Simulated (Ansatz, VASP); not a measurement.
# TiIn2 in two plane-wave programs

One calculation is typed for both programs; each brings its own data sets. How far apart do they land? The cell is generated by rule, not measured, and may not be a known phase. The cell is taken from a series of runs on this material, whose earlier steps may have relaxed, scaled, displaced or heated it; both programs get it as it stands.

Program: Ansatz 0.2.0. Level of theory: plane waves, with VASP 6.6.1 beside it; single point at PBEsol. Results are calculated unless marked as measured.

The structure was built from a prototype and need not be the compound's stable phase.

### 1. Starting point

Symmetry: Pmma, No. 51, orthorhombic system. Conventional cell: a = 8.420 Å, b = 2.964 Å, c = 4.861 Å, α = 90.00°, β = 90.00°, γ = 90.00°. Nearest to Ti lie 2 Ti at 2.96 Å and 12 In at 3.12 to 3.23 Å. Nearest to In lie 5 In at 2.79 to 2.96 Å and 6 Ti at 3.12 to 3.23 Å. Farther neighbours are not listed.

### 2. VASP: single point, PBEsol, pair 1

With cell and atoms fixed, the geometry can't cause a difference; cores, projectors, grids and the points listed under the comparison can.

Lines of VASP's logs that name or quote its potential files are left out, and so is its time.

Contents of INCAR:

```
SYSTEM = TiIn2
PREC = Accurate
ENCUT = 500
EDIFF = 1E-06
NELM = 120
ISMEAR = 1
SIGMA = 0.15
LREAL = .FALSE.
ALGO = Normal
GGA = PS
NBANDS = 47
LASPH = .TRUE.
LORBIT = 11
LWAVE = .FALSE.
LCHARG = .FALSE.
ISIF = 2
GGA_COMPAT = .FALSE.
KPAR = 2
```

Contents of POSCAR:

```
TiIn2
1.0
    0.0000000000      0.0000000000      2.9644665336
    4.8611268095      0.0000000000      0.0000000000
    0.0000000000      8.4197186161      0.0000000000
Ti In
2 4
Direct
    0.0000000000      0.5164570897      0.5000000000
    0.0000000000      0.9835429103      0.0000000000
    0.5000000000      0.0023390752      0.3333333333
    0.5000000000      0.4976609248      0.8333333333
    0.5000000000      0.4976609248      0.1666666667
    0.5000000000      0.0023390752      0.6666666667
```

Contents of KPOINTS:

```
Automatic mesh
0
Gamma
10 6 4
0 0 0
```

The projector-augmented-wave data sets are Ti_sv and In_d (PBE family, release 64).

The run is started by

```console
$ mpirun -np 2 vasp_std
```

Numbers of over 12 decimals in the logs are rounded to 6 here.

Log:

```text
[banner, memory and clock lines left out]
running    2 mpi-ranks, on    1 nodes
 distrk:  each k-point on    1 cores,    2 groups
 distr:  one band on    1 cores,    1 groups

 POSCAR found type information on POSCAR TiIn
 POSCAR found :  2 types and       6 ions
|                                                                             |
|               ----> ADVICE to this user running VASP <----                  |
|                                                                             |
|     You enforced a specific xc type in the INCAR file but a different       |
|     [... a line on the potential file left out ...]
|     I HOPE YOU KNOW WHAT YOU ARE DOING!                                     |
|                                                                             |

 LDA part: xc-table for (Slater+PW92), standard interpolation
 POSCAR, INCAR and KPOINTS ok, starting setup
 FFT: planning ... GRIDC
 FFT: planning ... GRID_SOFT
 FFT: planning ... GRID
 WAVECAR not read
 entering main loop
       N       E                     dE             d eps       ncg     rms          rms(c)
DAV:   1     0.879927533329E+03    0.87993E+03   -0.35388E+04  6768   0.226E+03
DAV:   2     0.858174433223E+02   -0.79411E+03   -0.77925E+03  6768   0.593E+02
DAV:   3    -0.220927464102E+02   -0.10791E+03   -0.10514E+03  8516   0.225E+02
DAV:   4    -0.317835041653E+02   -0.96908E+01   -0.95232E+01 10265   0.599E+01
DAV:   5    -0.323312396455E+02   -0.54774E+00   -0.54708E+00 10174   0.107E+01    0.157E+01
DAV:   6    -0.303205437870E+02    0.20107E+01   -0.41702E+01  8904   0.272E+01    0.100E+01
DAV:   7    -0.286337113299E+02    0.16868E+01   -0.13552E+01  8445   0.195E+01    0.530E+00
DAV:   8    -0.283967584954E+02    0.23695E+00   -0.16588E+00  7746   0.744E+00    0.118E+00
DAV:   9    -0.283961655523E+02    0.59294E-03   -0.17403E-01  8888   0.290E+00    0.809E-01
DAV:  10    -0.283962941791E+02   -0.12863E-03   -0.93249E-03 10639   0.497E-01    0.614E-01
DAV:  11    -0.283951385236E+02    0.11557E-02   -0.49253E-03  8092   0.349E-01    0.159E-01
DAV:  12    -0.283951283667E+02    0.10157E-04   -0.48279E-04  9456   0.149E-01    0.630E-02
DAV:  13    -0.283951251693E+02    0.31974E-05   -0.55093E-05 10237   0.429E-02    0.244E-02
DAV:  14    -0.283951240705E+02    0.10988E-05   -0.83248E-06  8425   0.278E-02    0.125E-02
DAV:  15    -0.283951245782E+02   -0.50764E-06   -0.23079E-06  6265   0.939E-03
   1 F= -.28395125E+02 E0= -.28393322E+02  d E =-.540765E-02
```

Parts of OUTCAR (step 2):

```text
ion  position               nearest neighbor table
   1  0.000  0.516  0.500-   3 3.12   6 3.12   3 3.12   6 3.12   5 3.18   4 3.18   5 3.18   4 3.18
                             3 3.23   6 3.23   3 3.23   6 3.23
   2  0.000  0.984  0.000-   4 3.12   5 3.12   4 3.12   5 3.12   3 3.18   3 3.18   6 3.18   6 3.18
                             4 3.23   5 3.23   4 3.23   5 3.23
   3  0.500  0.002  0.333-   5 2.79   6 2.81   5 2.83   1 3.12   1 3.12   2 3.18   2 3.18   1 3.23
                             1 3.23
   4  0.500  0.498  0.833-   6 2.79   5 2.81   6 2.83   2 3.12   2 3.12   1 3.18   1 3.18   2 3.23
                             2 3.23
   5  0.500  0.498  0.167-   3 2.79   4 2.81   3 2.83   2 3.12   2 3.12   1 3.18   1 3.18   2 3.23
                             2 3.23
   6  0.500  0.002  0.667-   4 2.79   3 2.81   4 2.83   1 3.12   1 3.12   2 3.18   2 3.18   1 3.23
                             1 3.23

  LATTYP: Found a simple orthorhombic cell.
 ALAT       =     2.9644665336
 B/A-ratio  =     1.6397981743
 C/A-ratio  =     2.8402137520

 Subroutine GETGRP returns: Found  8 space group operations
 (whereof  4 operations were pure point group operations)

The static configuration has the point symmetry C_2v.
 The point group associated with its full space group is D_2h.

 Found     72 irreducible k-points:

   k-points           NKPTS =     72   k-points in BZ     NKDIM =     72   number of bands    NBANDS=     47

   dimension x,y,z NGX =    24 NGY =   36 NGZ =   64
   dimension x,y,z NGXF=    48 NGYF=   72 NGZF=  128

   ENCUT  =  500.0 eV  36.75 Ry    6.06 a.u.   5.40  8.86 15.35*2*pi/ulx,y,z

   NELECT =      76.0000    total number of electrons

 k-points in reciprocal lattice and weights: Automatic mesh
   0.00000000  0.00000000  0.00000000       0.004
   0.10000000  0.00000000  0.00000000       0.008
   0.20000000  0.00000000  0.00000000       0.008
   0.30000000  0.00000000  0.00000000       0.008
   0.40000000  0.00000000  0.00000000       0.008
   0.50000000  0.00000000  0.00000000       0.004
   0.00000000  0.16666667  0.00000000       0.008
   0.10000000  0.16666667  0.00000000       0.017
   0.20000000  0.16666667  0.00000000       0.017
[...]
0.40000000  0.50000000  0.50000000       0.008
   0.50000000  0.50000000  0.50000000       0.004

 average (electrostatic) potential at core
       1 -71.6442       2 -71.6442       3 -91.7833       4 -91.7833       5 -91.7833
       6 -91.7833

 E-fermi :   9.3480

 k-point     1 :       0.0000    0.0000    0.0000
  band No.  band energies     occupation
    ...
     35       7.0995      2.00000
     36       7.5018      2.00000
     37       8.3565      2.00000
     38       9.1336      2.06129
     39       9.3887      0.55931
     40      10.2371     -0.00000
     41      10.2529     -0.00000
     42      10.9062     -0.00000
     43      11.0749     -0.00000
     44      11.0772     -0.00000
    ...

 k-point     2 :       0.1000    0.0000    0.0000
  band No.  band energies     occupation
    ...
     34       6.8515      2.00000
     35       7.2834      2.00000
     36       7.6432      2.00000
     37       8.5412      2.00000
     38       9.2674      1.77980
     39       9.4557      0.06799
     40       9.8985     -0.00000
     41       9.9056     -0.00000
     42      10.6797     -0.00000
     43      11.0167     -0.00000
    ...

 k-point     3 :       0.2000    0.0000    0.0000
  band No.  band energies     occupation
    ...
     35       7.7891      2.00000
     36       8.0797      2.00000
     37       8.8775      2.00009
     38       9.3701      0.75348
     39       9.3767      0.68269
     40       9.6507     -0.01506
     41       9.6581     -0.01279
     42      10.0499     -0.00000
     43      10.9499     -0.00000
     44      11.5007     -0.00000
    ...

  Total        0.0068627     -0.1989655      0.1782570      0.0000000      0.0000000      0.0000000
  in kB        0.0906207     -2.6272862      2.3538355      0.0000000      0.0000000      0.0000000
  external PRESSURE =      -0.0609433 kB  Pullay stress =       0.0000000 kB

  energy-cutoff  :      500.00
  volume of cell :      121.33
      direct lattice vectors                 reciprocal lattice vectors
     0.000000000  0.000000000  2.964466534     0.000000000  0.000000000  0.337328821
     4.861126809  0.000000000  0.000000000     0.205713621  0.000000000  0.000000000
     0.000000000  8.419718616  0.000000000     0.000000000  0.118768815  0.000000000

 POSITION                                       TOTAL-FORCE (eV/Angst)
 -----------------------------------------------------------------------------------
      2.51056      4.20986      0.00000         0.144128     -0.000000      0.000000
      4.78113      0.00000      0.00000        -0.144128     -0.000000      0.000000
      0.01137      2.80657      1.48223         0.061405      0.004899     -0.000000
      2.41919      7.01643      1.48223        -0.061405      0.004899      0.000000
      2.41919      1.40329      1.48223        -0.061405     -0.004899      0.000000
      0.01137      5.61315      1.48223         0.061405     -0.004899     -0.000000
 -----------------------------------------------------------------------------------
    total drift:                               -0.000000      0.000000      0.000000

  FREE ENERGIE OF THE ION-ELECTRON SYSTEM (eV)
  ---------------------------------------------------
  free  energy   TOTEN  =       -28.3951245782 eV

  energy  without entropy=      -28.3897169281  energy(sigma->0) =      -28.39332203

 total charge
# of ion       s       p       d       tot
------------------------------------------
    1        2.157   6.058   1.913  10.128
    2        2.157   6.058   1.913  10.128
    3        0.874   0.835   9.868  11.576
    4        0.874   0.835   9.868  11.576
    5        0.874   0.835   9.868  11.576
    6        0.874   0.835   9.868  11.576
--------------------------------------------------
tot          7.809  15.454  43.297  66.560

[... 3 further parts left out ...]
```

The k-mesh is coarse for a metal.

The run ends at a pressure of -0.01 GPa, with forces up to 0.14 eV/Å.

### 3. Ansatz: single point, PBEsol, pair 1

Ansatz runs on its default PAW (the set named soft_2) files.

The same cell, functional, mesh and smearing now go to Ansatz, which takes its cutoff from its data sets.

Contents of input.yaml:

```yaml
crystal:
  lattice:
    - [0.0, 0.0, 2.9644665336]
    - [4.8611268095, 0.0, 0.0]
    - [0.0, 8.4197186161, 0.0]
  atoms:
    - { symbol: Ti, position: [0.0, 0.5164570897, 0.5] }
    - { symbol: Ti, position: [0.0, -0.0164570897, 0.0] }
    - { symbol: In, position: [0.5, 0.0023390752, 0.3333333333] }
    - { symbol: In, position: [0.5, 0.4976609248, 0.8333333333] }
    - { symbol: In, position: [0.5, 0.4976609248, 0.1666666667] }
    - { symbol: In, position: [0.5, 1.0023390752, 0.6666666667] }
kpoints:
  mp_grid: { grid: [10, 6, 4] }
hamiltonian:
  xc: pbesol
scf:
  occupations: { method: methfessel_paxton, width: 0.15 }
output:
  forces: true
  stress: true
  eigenvalues: true
```

The run is started by

```console
$ ansatz run input.yaml --threads 8 --pin off --max-ram 14336MiB --backend cpu --events-out ev --progress --plain --runs-dir out
```

Log:

```text
Engine: ansatz 0.2.0, aarch64-unknown-linux-gnu
Pseudopotentials: kind: paw
Pseudopotential: Ti, paw, valence charge 12, recommended cutoff 420 eV (normal), Ti.paw.azcp
Pseudopotential: In, paw, valence charge 13, recommended cutoff 420 eV (normal), In.paw.azcp
Functional definition: PBEsol
  exchange = pbesol_x
  correlation = pbesol_c
Crystal: 6 atoms, lattice volume = 121.334 Å³
Basis set: ecut = 420 eV, 2349 PW (Γ), exchange–correlation on 40×72×120 points (8 copies of the dense FFT grid, shifted against one another)
Bands: 46, of which v1, the nominal top of the filled ones, is band 38 counted from 1 (37 counted from 0)
Symmetry: 8 space group operations
Space group: Pmma (ITA 51), of the structure as read, at distance tolerance 5.0e-5 Å
k-points: 72 of 240
Non-local potential: Ti, projectors of the file, l = 0: 3, l = 1: 2, l = 2: 3, l = 3: 1
Non-local potential: In, projectors of the file, l = 0: 2, l = 1: 2, l = 2: 2, l = 3: 2
PAW form: soft (Blöchl's): semilocal exchange-correlation on the pseudo side does not see the compensation charge
PAW frozen core: Ti, regenerated for the run's functional, and the local potential with it (the file was generated under x = pbe(κ = 0.804, μ = 0.219515), c = pbe(β = 0.066725))
PAW frozen core: In, regenerated for the run's functional, and the local potential with it (the file was generated under x = pbe(κ = 0.804, μ = 0.219515), c = pbe(β = 0.066725))
PAW one-centre angular grid: Ti, 590 points (default); XC on 64 Gauss nodes
PAW one-centre angular grid: In, 590 points (default); XC on 64 Gauss nodes
Initial density: superposition of atomic densities (neutral atoms: chi_scale 0, normalization atom), corrected by the library's trained network
Initial wavefunctions: pseudopotential atomic-orbital guess
Functional: x = pbesol(κ = 0.804, μ = 0.123457), c = pbesol(β = 0.046)
SCF iter   1: F=—  HF=-27049.237170 eV  |F-HF|=—  |Δ(HF+E_count)|=         —  Δρ=8.25e-3  dr2=1.10e-1  ethr=1.77e-3  ⟨swp⟩=6.2  Hψ=13542  notcnv=0
preconditioner: auto → Kerker (q_TF=auto, 2.524 Å⁻¹)  [metal: Δε(μ)=0.016 eV  Ē_g=12.237 eV  σ=0.150 eV  W_gap=0.09  n_scr=26 (ndim 8)  ℏωp=26.1 eV  f_vac=0.000  D(μ)=8.32/eV (n_scr^D=94)]
SCF iter   2: F=—  HF=-27049.220590 eV  |F-HF|=—  |Δ(HF+E_count)|=   1.66e-2  S|Δr|=    0.00e0  Δρ=3.59e-3  dr2=2.64e-2  ethr=1.45e-4  ⟨swp⟩=1.1  Hψ=3896  notcnv=0
SCF iter   3: F=—  HF=-27049.216253 eV  |F-HF|=—  |Δ(HF+E_count)|=   4.34e-3  S|Δr|=    0.00e0  Δρ=5.47e-4  dr2=6.18e-4  ethr=3.47e-5  ⟨swp⟩=2.0  Hψ=3588  notcnv=0
SCF iter   4: F=—  HF=-27049.216129 eV  |F-HF|=—  |Δ(HF+E_count)|=   1.24e-4  S|Δr|=    0.00e0  Δρ=2.01e-4  dr2=6.70e-5  ethr=8.14e-7  ⟨swp⟩=2.0  Hψ=5524  notcnv=0
SCF iter   5: F=—  HF=-27049.216094 eV  |F-HF|=—  |Δ(HF+E_count)|=   3.50e-5  S|Δr|=    0.00e0  Δρ=5.52e-5  dr2=4.66e-6  ethr=8.81e-8  ⟨swp⟩=2.0  Hψ=3832  notcnv=0  defer=1
SCF iter   6: F=—  HF=-27049.216093 eV  |F-HF|=—  |Δ(HF+E_count)|=   1.14e-6  S|Δr|=    0.00e0  Δρ=1.53e-5  dr2=2.58e-7  ethr=6.13e-9  ⟨swp⟩=2.2  Hψ=4937  notcnv=0  defer=1
SCF iter   7: F=-27049.216093 eV  HF=-27049.216093 eV  |F-HF|=1.46e-8  |Δ(HF+E_count)|=   4.59e-8  S|Δr|=    0.00e0  Δρ=4.84e-6  dr2=2.73e-8  ethr=1.32e-10  ⟨swp⟩=8.9  Hψ=12184  notcnv=0
SCF 1 converged in 7 iterations: F = -27049.216093 eV  dr2 = 2.73e-8
  greatest PAW one-centre occupation: 0.999 electrons in one spin orbital (limit 2), on the Ti atom at site 1 (counted from 0), in its partial waves of l = 0
SCF converged after 7 iterations
Stability not checked: this state was not tested for a lower state beside it, because cold or Methfessel-Paxton smearing, or corrected tetrahedra, fill the levels in a way that the test cannot read (fill_not_monotonic; see scf.lower_state_search)
Free energy (F): -27049.216093 eV
Harris-Foulkes:  -27049.216093 eV  (|F-HF|=1.46e-8)
Internal energy: -27049.210935 eV  (E = F + TS)
E sigma→0 (E₀):  -27049.214803 eV
Entropy (-TS):   -0.005158 eV (-0.860 meV/atom)
Fermi energy:    13.114344 eV
--- Per-component energies (eV) ---
  E_band       = -283.369209
  E_kinetic    = 1521.748592
  E_local      = -5495.964370  (includes V_loc(G=0)·N_el)
  E_nonlocal   = 1492.511361
  E_hartree    = 2198.386088
  E_xc         = -1050.793976
  E_vxc        = -647.261479  (∫ρ·V_xc dr)
  E_paw        = -18380.335471  (= ΣΔE_a)
  E_vpaw       = -1551.178565  (= ΣTr[D̂ρ^β])
  E_aug_tail   = 0.000336  (compensation charges beyond the density's cutoff)
  E_ewald      = -7335.985873
  E_core_change = 1.222379  (= ΣΔE_core)
  E_smearing   = -0.005158  (= −TS)
  E_closure    = -0.000000  (closes the sum)
  Σ components = -27049.216093   (vs F -27049.216093, Δ=0.00e0)
--- Forces (eV/Å), atoms counted from 1 ---
  atom   1  Ti     0.14643613     0.00000000    -0.00000000
  atom   2  Ti    -0.14643613     0.00000000     0.00000000
  atom   3  In     0.06121438     0.00495194     0.00000000
  atom   4  In    -0.06121438     0.00495194     0.00000000
  atom   5  In    -0.06121438    -0.00495194    -0.00000000
  atom   6  In     0.06121438    -0.00495194    -0.00000000
  max |Σ_I F_I| component: 6.94e-18 eV/Å
--- Stress (GPa, compression-positive) ---
        0.002083      -0.000000       0.000000
       -0.000000      -0.262831       0.000000
        0.000000       0.000000       0.187509
  P = ⅓ Tr σ = -0.0244 GPa (-0.244 kbar)
--- Band table (eV; the first three rows and the last of 72) ---
  k-point 0: bands = [... 34 lower, 10.8588, 11.2681, 12.1174, 12.8981, 13.1578, 13.9996, 14.0151, 14.6750, ... 4 higher]
  k-point 1: bands = [... 34 lower, 11.0288, 11.9389, 12.4048, 12.9171, 13.2718, 13.5931, 13.7732, 14.6950, ... 4 higher]
  k-point 2: bands = [... 34 lower, 11.4779, 11.4779, 12.9785, 12.9785, 13.4359, 13.4359, 14.1290, 14.1290, ... 4 higher]
  k-point 71: bands = [... 34 lower, 10.8500, 10.8500, 11.0746, 11.0746, 13.9017, 13.9017, 13.9106, 13.9106, ... 4 higher]
```

The run ends at a pressure of -0.02 GPa, with forces up to 0.15 eV/Å.

### 4. Comparison

Known differences besides the potentials themselves: the cutoff is 420 eV in Ansatz and 500 eV in VASP; Ansatz makes its cores anew for this functional, VASP keeps those of its PBE data sets. Total energies have different zeros and are not compared.

Compared:

| quantity | Ansatz | VASP | difference |
| --- | --- | --- | --- |
| pressure (GPa) | -0.02 | -0.01 | -0.02 |

Forces (eV/Å; atoms numbered as in POSCAR):

| atom | Ansatz x, y, z | VASP x, y, z |
| --- | --- | --- |
| Ti1 | 0.146, 0.000, 0.000 | 0.144, 0.000, 0.000 |
| Ti2 | -0.146, 0.000, 0.000 | -0.144, 0.000, 0.000 |
| In3 | 0.061, 0.005, 0.000 | 0.061, 0.005, 0.000 |
| In4 | -0.061, 0.005, 0.000 | -0.061, 0.005, 0.000 |
| In5 | -0.061, -0.005, 0.000 | -0.061, -0.005, 0.000 |
| In6 | 0.061, -0.005, 0.000 | 0.061, -0.005, 0.000 |

The forces differ by 0.8 meV/Å r.m.s., which is 1.4 % of the r.m.s. force of 0.056 eV/Å (both taken over all components).

### 5. Ansatz: single point, PBEsol, pair 2

With cell and atoms fixed, the geometry can't cause a difference; cores, projectors, grids and the points listed under the comparison can.

The cell is taken from a series of runs on this material, whose earlier steps may have relaxed, scaled, displaced or heated it; both programs get it as it stands.

input.yaml, the sections that differ from step 3:

```yaml
crystal:
  lattice:
    - [0.0, 0.0, 2.9644665336]
    - [4.8611268095, 0.0, 0.0]
    - [0.0, 8.4197186161, 0.0]
  atoms:
    - { symbol: Ti, position: [0.0, 0.528799907, 0.5] }
    - { symbol: Ti, position: [0.0, -0.028799907, 0.0] }
    - { symbol: In, position: [0.5, 0.0040933817, 0.3333333333] }
    - { symbol: In, position: [0.5, 0.4959066183, 0.8333333333] }
    - { symbol: In, position: [0.5, 0.4959066183, 0.1666666667] }
    - { symbol: In, position: [0.5, 1.0040933817, 0.6666666667] }
# kpoints, hamiltonian, scf, output: as in step 3
```

Log:

```text
[...]
Crystal: 6 atoms, lattice volume = 121.334 Å³
Basis set: ecut = 420 eV, 2349 PW (Γ), exchange–correlation on 40×72×120 points (8 copies of the dense FFT grid, shifted against one another)
Bands: 46, of which v1, the nominal top of the filled ones, is band 38 counted from 1 (37 counted from 0)
Symmetry: 8 space group operations
[...]
k-points: 72 of 240
[...]
k-point 0: bands = [... 34 lower, 10.8703, 11.2111, 12.1226, 12.8836, 13.2041, 13.9932, 14.0478, 14.6690, ... 4 higher]
  k-point 1: bands = [... 34 lower, 11.0435, 11.9372, 12.3122, 12.8964, 13.3692, 13.6211, 13.7591, 14.6889, ... 4 higher]
  k-point 2: bands = [... 34 lower, 11.4898, 11.4898, 12.9069, 12.9069, 13.4357, 13.4357, 14.2138, 14.2138, ... 4 higher]
  k-point 71: bands = [... 34 lower, 10.8488, 10.8488, 11.0764, 11.0764, 13.9015, 13.9015, 13.9188, 13.9188, ... 4 higher]
[key lines of the parts left out:]
SCF converged after 7 iterations
Free energy (F): -27049.237028 eV
Fermi energy:    13.110960 eV
P = ⅓ Tr σ = 0.0534 GPa (0.534 kbar)
```

The run ends at a pressure of 0.05 GPa, with forces up to 0.14 eV/Å.

[end of part 1 of 2]

[Lines on the potential files, build, host, timing and source positions are cut from VASP's logs without a mark.]

[Logs are printed without paths, hosts, clocks, repeated set-up lines and the standing remarks that a program may print on its own settings, such as how far it seeks lower states.]

[Hosts, paths, dates, database ids (printed as entryN), source tags and the programs' standing remarks are cut or masked in the printed files.]
